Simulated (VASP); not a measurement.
```xyz
2
Lattice="1.8421 -3.1906 0.0000 1.8421 3.1906 0.0000 0.0000 0.0000 5.5901" Properties=species:S:1:pos:R:3 pbc="T T T"
Y      1.8421     1.0635     1.3975
Y      1.8421    -1.0635     4.1926
```

All values below come from r2SCAN meta-GGA, VASP's PBE PAW potentials (set 64) (plane waves; VASP). Settings: 480 eV cut-off, 10×10×6 Γ-centred mesh, first-order Methfessel-Paxton smearing of 0.10 eV, potentials Y_sv.

Problem. Give the stress tensor in GPa (positive for a compressed cell).

Solution. 
```
0.27  0.00  0.00
0.00  0.27  0.00
0.00  0.00  1.20
```
The pressure is its mean diagonal, 0.58 GPa.

The compound is Y in the hcp structure. This cell was strained or had an atom moved on purpose.
